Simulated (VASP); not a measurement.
# Nb: surface energy and work function by face, part 2 of 6

Which face of Nb is cheapest, and which holds its electrons hardest?

VASP 6.6.1; PBE; plane waves and PAW (Nb_pv).

So far. Step 3 (The bulk reference, job self-consistent run, k-mesh …): The run ends at a pressure of -0.38 GPa.

## (4) Relaxing the slab, 7 atoms, face Nb(110)

System of this step: Nb(110). The cell holds 7 atoms: 7 Nb. Its edges and angles: a = 3.321 Å, b = 2.876 Å, c = 29.089 Å, α = 90.0°, β = 90.0°, γ = 54.7°. It derives from Nb. 7 layers of bcc Nb, cut at this functional's lattice. Vacuum lies along c.

All atoms relax at the fixed cell.

INCAR reads:

```
SYSTEM = Nb
PREC = Normal
ENCUT = 320
EDIFF = 1E-05
NELM = 120
ISMEAR = 1
SIGMA = 0.15
LREAL = .FALSE.
ALGO = Fast
GGA = PE
NBANDS = 47
LASPH = .TRUE.
LORBIT = 11
LWAVE = .FALSE.
LCHARG = .FALSE.
KPAR = 4
IBRION = 2
NSW = 40
ISIF = 2
EDIFFG = -0.03
POTIM = 0.4
MAXMIX = 40
```

POSCAR reads:

```
Nb
1.0
    3.3208006326      0.0000000000      0.0000000000
    1.6604003163      2.3481606463      0.0000000000
    0.0000000000      0.0000000000     29.0889638777
Nb
7
Direct
    0.0000000000      0.0000000000      0.2578297400
    0.5000000000      0.0000000000      0.3385531600
    0.0000000000      0.0000000000      0.4192765800
    0.5000000000      0.0000000000      0.5000000000
    0.0000000000      0.0000000000      0.5807234200
    0.5000000000      0.0000000000      0.6614468400
    0.0000000000      0.0000000000      0.7421702600
```

KPOINTS reads:

```
Automatic mesh
0
Gamma
13 13 1
0 0 0
```

PAW data sets: Nb_pv (PBE family, release 64).

Started as:

```console
> mpirun -np 4 vasp_std
```

The program printed:

```text
[banner, memory and clock lines left out]
running    4 mpi-ranks, on    1 nodes
 distrk:  each k-point on    1 cores,    4 groups
 distr:  one band on    1 cores,    1 groups

 POSCAR found type information on POSCAR Nb
 POSCAR found :  1 types and       7 ions
 LDA part: xc-table for (Slater+PW92), standard interpolation
 POSCAR, INCAR and KPOINTS ok, starting setup
 FFT: planning ... GRIDC
 FFT: planning ... GRID_SOFT
 FFT: planning ... GRID
 WAVECAR not read
 entering main loop
       N       E                     dE             d eps       ncg     rms          rms(c)
DAV:   1     0.766493118253E+03    0.76649E+03   -0.32744E+04  5806   0.115E+03
DAV:   2    -0.134384222882E+02   -0.77993E+03   -0.76070E+03  4943   0.642E+02
DAV:   3    -0.702846934105E+02   -0.56846E+02   -0.52983E+02  7476   0.137E+02
DAV:   4    -0.746789536110E+02   -0.43943E+01   -0.40904E+01  7124   0.376E+01
DAV:   5    -0.749715467040E+02   -0.29259E+00   -0.28196E+00  7716   0.792E+00    0.443E+01
RMM:   6    -0.122413451181E+03   -0.47442E+02   -0.12916E+02  6128   0.469E+01    0.260E+01
RMM:   7    -0.114099355467E+03    0.83141E+01   -0.10340E+02  6020   0.618E+01    0.236E+01
RMM:   8    -0.763288340632E+02    0.37771E+02   -0.90351E+00  5001   0.270E+01    0.131E+01
RMM:   9    -0.701254815688E+02    0.62034E+01   -0.44447E+00  5483   0.121E+01    0.962E+00
RMM:  10    -0.709597784642E+02   -0.83430E+00   -0.21023E+00  6009   0.650E+00    0.854E+00
RMM:  11    -0.705745808299E+02    0.38520E+00   -0.65044E-01  6626   0.283E+00    0.804E+00
RMM:  12    -0.699096522837E+02    0.66493E+00   -0.33601E-01  6188   0.199E+00    0.682E+00
RMM:  13    -0.687120321757E+02    0.11976E+01   -0.20979E+00  6746   0.499E+00    0.282E+00
RMM:  14    -0.686035905068E+02    0.10844E+00   -0.57096E-01  6497   0.277E+00    0.200E+00
RMM:  15    -0.686148512598E+02   -0.11261E-01   -0.26291E-01  7043   0.121E+00    0.175E+00
RMM:  16    -0.687037360532E+02   -0.88885E-01   -0.77009E-02  6112   0.101E+00    0.207E+00
RMM:  17    -0.686412132587E+02    0.62523E-01   -0.70463E-02  6160   0.707E-01    0.162E+00
RMM:  18    -0.685896305911E+02    0.51583E-01   -0.67642E-02  6296   0.911E-01    0.103E+00
RMM:  19    -0.685664470947E+02    0.23183E-01   -0.22046E-01  6598   0.140E+00    0.377E-01
RMM:  20    -0.685690709952E+02   -0.26239E-02   -0.57514E-02  7177   0.723E-01    0.220E-01
RMM:  21    -0.685699696277E+02   -0.89863E-03   -0.24935E-02  6193   0.429E-01    0.787E-02
RMM:  22    -0.685710745584E+02   -0.11049E-02   -0.12715E-02  6491   0.229E-01    0.684E-02
RMM:  23    -0.685716762499E+02   -0.60169E-03   -0.75561E-03  5555   0.153E-01    0.726E-02
RMM:  24    -0.685719926764E+02   -0.31643E-03   -0.39743E-03  5080   0.104E-01    0.446E-02
RMM:  25    -0.685722159955E+02   -0.22332E-03   -0.26632E-03  5222   0.106E-01    0.242E-02
RMM:  26    -0.685723951025E+02   -0.17911E-03   -0.16341E-03  4846   0.623E-02    0.174E-02
RMM:  27    -0.685725370216E+02   -0.14192E-03   -0.12763E-03  4233   0.492E-02    0.123E-02
RMM:  28    -0.685726321199E+02   -0.95098E-04   -0.85434E-04  3957   0.377E-02    0.819E-03
RMM:  29    -0.685727189521E+02   -0.86832E-04   -0.71348E-04  3770   0.284E-02    0.680E-03
RMM:  30    -0.685727744807E+02   -0.55529E-04   -0.42857E-04  3553   0.258E-02    0.376E-03
RMM:  31    -0.685728200388E+02   -0.45558E-04   -0.38408E-04  3132   0.206E-02    0.241E-03
RMM:  32    -0.685728493822E+02   -0.29343E-04   -0.23567E-04  3074   0.196E-02    0.307E-03
RMM:  33    -0.685728772988E+02   -0.27917E-04   -0.22289E-04  2354   0.172E-02    0.323E-03
RMM:  34    -0.685728933722E+02   -0.16073E-04   -0.13963E-04  2179   0.149E-02    0.117E-03
RMM:  35    -0.685729080177E+02   -0.14646E-04   -0.13397E-04  2123   0.129E-02    0.188E-03
RMM:  36    -0.685729168888E+02   -0.88712E-05   -0.84914E-05  1963   0.116E-02
   1 F= -.68572917E+02 E0= -.68573207E+02  d E =-.685729E+02
 curvature:   0.00 expect dE= 0.000E+00 dE for cont linesearch  0.000E+00
 trial: gam= 0.00000 g(F)=  0.197E-01 g(S)=  0.000E+00 ort = 0.000E+00 (trialstep = 0.100E+01)
 search vector abs. value=  0.197E-01
 bond charge predicted
       N       E                     dE             d eps       ncg     rms          rms(c)
DAV:   1    -0.685473223101E+02    0.25586E-01   -0.29879E+00  6460   0.164E+01    0.613E-01
RMM:   2    -0.685953447497E+02   -0.48022E-01   -0.39579E-01  6475   0.400E+00    0.761E-01
RMM:   3    -0.685984872901E+02   -0.31425E-02   -0.96645E-02  6276   0.228E+00    0.547E-01
RMM:   4    -0.685906483775E+02    0.78389E-02   -0.12107E-02  5993   0.789E-01    0.282E-01
RMM:   5    -0.685916731613E+02   -0.10248E-02   -0.64201E-03  6883   0.359E-01    0.272E-01
RMM:   6    -0.685897217795E+02    0.19514E-02   -0.30123E-03  5744   0.384E-01    0.158E-01
RMM:   7    -0.685898260740E+02   -0.10429E-03   -0.11259E-03  6501   0.135E-01    0.161E-01
RMM:   8    -0.685896387761E+02    0.18730E-03   -0.56034E-04  5749   0.159E-01    0.125E-01
RMM:   9    -0.685897174560E+02   -0.78680E-04   -0.61492E-04  5796   0.744E-02    0.126E-01
RMM:  10    -0.685896973691E+02    0.20087E-04   -0.13273E-04  4486   0.471E-02    0.113E-01
RMM:  11    -0.685896913726E+02    0.59964E-05   -0.95073E-05  3680   0.404E-02
   2 F= -.68589691E+02 E0= -.68589573E+02  d E =-.167745E-01
[...]
3 F= -.68602413E+02 E0= -.68601560E+02  d E =-.294963E-01
[...]
4 F= -.68603641E+02 E0= -.68602401E+02  d E =-.307241E-01
[...]
5 F= -.68603661E+02 E0= -.68602473E+02  d E =-.307445E-01
[...]
6 F= -.68605073E+02 E0= -.68604012E+02  d E =-.141178E-02
[...]
7 F= -.68606388E+02 E0= -.68605548E+02  d E =-.272670E-02
 curvature:  -2.06 expect dE=-0.382E-03 dE for cont linesearch -0.556E-06
 trial: gam= 0.13330 g(F)=  0.185E-03 g(S)=  0.000E+00 ort = 0.182E-04 (trialstep = 0.192E+01)
 search vector abs. value=  0.212E-03
 bond charge predicted
       N       E                     dE             d eps       ncg     rms          rms(c)
DAV:   1    -0.686053794666E+02    0.10100E-02   -0.10961E-01  6202   0.326E+00    0.173E-01
RMM:   2    -0.686062137829E+02   -0.83432E-03   -0.12711E-02  6114   0.755E-01    0.114E-01
RMM:   3    -0.686065184031E+02   -0.30462E-03   -0.34694E-03  6661   0.392E-01    0.988E-02
RMM:   4    -0.686065026534E+02    0.15750E-04   -0.22067E-04  5413   0.151E-01    0.103E-01
RMM:   5    -0.686065620223E+02   -0.59369E-04   -0.11872E-04  5051   0.695E-02    0.904E-02
RMM:   6    -0.686065731551E+02   -0.11133E-04   -0.28222E-04  5855   0.112E-01    0.411E-02
RMM:   7    -0.686065818088E+02   -0.86537E-05   -0.70797E-05  4184   0.465E-02
   8 F= -.68606582E+02 E0= -.68605755E+02  d E =-.193681E-03
 ZBRENT: can't locate minimum, use default step
 trial-energy change:   -0.000194  1 .order   -0.000333   -0.000360   -0.000306
 step:   7.6666(harm= 12.6918)  dis= 0.01103  next Energy=   -68.607580 (dE=-0.119E-02)
 reached required accuracy - stopping structural energy minimisation
```

Wall time 6.5 min (4 MPI ranks of Intel Xeon Platinum 8488C (Sapphire Rapids), shared host); peak memory 1.2 GiB; 26 min of CPU time.

Parts of OUTCAR (step 4):

```text
  LATTYP: Found a base centered orthorhombic cell.
 ALAT       =     3.3208006326
 B/A-ratio  =     1.4142135624
 C/A-ratio  =     8.7596236860

 Subroutine GETGRP returns: Found  8 space group operations
 (whereof  8 operations were pure point group operations)

The static configuration has the point symmetry D_2h.

 Found     49 irreducible k-points:

   k-points           NKPTS =     49   k-points in BZ     NKDIM =     49   number of bands    NBANDS=     47

   dimension x,y,z NGX =    16 NGY =   14 NGZ =  128
   dimension x,y,z NGXF=    32 NGYF=   28 NGZF=  256

   ENCUT  =  320.0 eV  23.52 Ry    4.85 a.u.   4.84  4.19 42.43*2*pi/ulx,y,z

   NELECT =      77.0000    total number of electrons

 E-fermi :   0.9171

 k-point     1 :       0.0000    0.0000    0.0000
  band No.  band energies     occupation
    ...
     32       0.0852      2.00000
     33       0.5125      2.00092
     34       0.5249      2.00137
     35       0.5551      2.00338
     36       0.8943      1.25378
     37       1.0062      0.16580
     38       1.0524     -0.02354
     39       1.1516     -0.04954
     40       1.2031     -0.02137
     41       1.3870     -0.00009
    ...

 k-point     2 :       0.0769   -0.0000    0.0000
  band No.  band energies     occupation
    ...
     33       0.4190      2.00003
     34       0.4536      2.00011
     35       0.5462      2.00261
     36       0.8257      1.84820
     37       0.8622      1.57572
     38       1.0010      0.19834
     39       1.0804     -0.06405
     40       1.2659     -0.00487
     41       1.2998     -0.00184
     42       1.4452     -0.00001
    ...

  Total       -2.9579408     -3.9808337     -1.1074269      0.0000000      0.0000000      0.0000000
  in kB      -20.8930192    -28.1180864     -7.8221620      0.0000000      0.0000000      0.0000000
  external PRESSURE =     -18.9444225 kB  Pullay stress =       0.0000000 kB

  energy-cutoff  :      320.00
  volume of cell :      226.83
      direct lattice vectors                 reciprocal lattice vectors
     3.320800633  0.000000000  0.000000000     0.301132200 -0.212932621  0.000000000
     1.660400316  2.348160646  0.000000000     0.000000000  0.425865241  0.000000000
     0.000000000  0.000000000 29.088963878     0.000000000  0.000000000  0.034377299

 POSITION                                       TOTAL-FORCE (eV/Angst)
 -----------------------------------------------------------------------------------
      1.66040      2.34816      7.55753         0.000000      0.000000      0.018886
      1.66040      0.00000      9.81905         0.000000      0.000000      0.025941
      3.32080      0.00000     12.18346         0.000000     -0.000000      0.024362
      1.66040      0.00000     14.54448         0.000000      0.000000      0.000000
      1.66040      2.34816     16.90550         0.000000      0.000000     -0.024362
      3.32080      2.34816     19.26992        -0.000000      0.000000     -0.025941
      0.00000      0.00000     21.53143         0.000000      0.000000     -0.018886
 -----------------------------------------------------------------------------------
    total drift:                                0.000000      0.000000     -0.000000

  FREE ENERGIE OF THE ION-ELECTRON SYSTEM (eV)
  ---------------------------------------------------
  free  energy   TOTEN  =       -68.6065818088 eV

  energy  without entropy=      -68.6041028393  energy(sigma->0) =      -68.60575549

 total charge
# of ion       s       p       d       tot
------------------------------------------
    1        0.411   6.186   3.087   9.684
    2        0.425   6.311   3.087   9.823
    3        0.416   6.294   3.073   9.783
    4        0.418   6.284   3.091   9.794
    5        0.416   6.294   3.073   9.783
    6        0.425   6.311   3.087   9.823
    7        0.411   6.186   3.087   9.684
--------------------------------------------------
tot          2.922  43.865  21.586  68.373

[... 1 part as in an earlier step ...]

[... 7 further parts left out ...]
```

CONTCAR:

```
Nb
   1.00000000000000
     3.3208006326000001    0.0000000000000000    0.0000000000000000
     1.6604003163000001    2.3481606463000002    0.0000000000000000
     0.0000000000000000    0.0000000000000000   29.0889638776999995
  Nb
     7
Direct
     0.0000000000000000    1.0000000000000000    0.2598075423912652
     0.5000000000000000    0.0000000000000000    0.3375522639582382
     1.0000000000000000    0.0000000000000000    0.4188345953039356
     0.5000000000000000    0.0000000000000000    0.5000000000000000
     0.0000000000000000    1.0000000000000000    0.5811654046960644
     0.5000000000000000    1.0000000000000000    0.6624477360417619
     0.0000000000000000    0.0000000000000000    0.7401924576087346
```

The run keeps the 8 symmetry operations of its start, so it cannot find a distortion of lower symmetry.

The steps of the relaxation:

```csv
step,energy less that of the first step (eV),largest force (eV/Å)
1,0.0000,0.3711
2,-0.0168,0.2783
3,-0.0295,0.1302
4,-0.0307,0.0844
5,-0.0307,0.0822
6,-0.0322,0.0530
7,-0.0335,0.0334
8,-0.0337,0.0259
```

The atoms that moved most (Å):

```
atom     dx     dy      dz  length
 Nb1  0.000  0.000   0.058   0.058
 Nb7  0.000  0.000  -0.058   0.058
 Nb2  0.000  0.000  -0.029   0.029
 Nb6  0.000  0.000   0.029   0.029
 Nb5  0.000  0.000   0.013   0.013
 Nb3  0.000  0.000  -0.013   0.013
```

The relaxed structure:

```cif
data_structure
_symmetry_space_group_name_H-M 'P 1'
_symmetry_Int_Tables_number 1
_cell_length_a 3.3208
_cell_length_b 2.8759
_cell_length_c 29.0890
_cell_angle_alpha 90.000
_cell_angle_beta 90.000
_cell_angle_gamma 54.736
_cell_volume 226.83
loop_
_atom_site_label
_atom_site_type_symbol
_atom_site_fract_x
_atom_site_fract_y
_atom_site_fract_z
_atom_site_occupancy
Nb1 Nb 0.00000 0.00000 0.25981 1
Nb2 Nb 0.50000 0.00000 0.33755 1
Nb3 Nb 0.00000 0.00000 0.41883 1
Nb4 Nb 0.50000 0.00000 0.50000 1
Nb5 Nb 0.00000 0.00000 0.58117 1
Nb6 Nb 0.50000 0.00000 0.66245 1
Nb7 Nb 0.00000 0.00000 0.74019 1
```

This step gave:

```yaml
electronic_cycles: 97
electrons: 77
free_energy_toten: -68.6066 eV
energy_at_zero_smearing: -68.6058 eV
fermi_energy: 0.9171 eV
```

The run ended after 8 ionic steps, 0.034 eV below its first step, once the forces on the free atoms met EDIFFG = -0.03.

[end of part 2 of 6]

[Lines on the potential files, build, host, timing and source positions are cut from VASP's logs without a mark.]

[Logs are printed without paths, hosts, clocks, repeated set-up lines and the standing remarks that a program may print on its own settings, such as how far it seeks lower states.]

[Hosts, paths, dates, database ids (printed as entryN), source tags and the programs' standing remarks are cut or masked in the printed files.]

[Runs that stopped without an error message from VASP are left out.]
